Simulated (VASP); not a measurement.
Here is the system:

```xyz
3
Lattice="0.0000 2.7837 2.7837 2.7837 0.0000 2.7837 2.7837 2.7837 0.0000" Properties=species:S:1:pos:R:3 pbc="T T T"
Ca     0.0000     2.7837     2.7837
F      1.3918     1.3918     1.3918
F      4.1755     4.1755     4.1755
```

The numbers are results of optB86b-vdW, VASP's PBE PAW potentials (set 64) (plane waves; VASP), not measurements. Run with 520 eV cut-off, 7×7×7 Γ-centred mesh, Gaussian smearing of 0.050 eV, potentials Ca_sv F.

Estimate the energy per atom (σ→0), pressure.

```yaml
energy per atom (σ→0): -367.0 kJ/mol of atoms
pressure: -4.49 GPa
```

The compound is CaF2 in the fluorite structure. This cell is one point of a volume scan, at 1.06 of the reference volume.
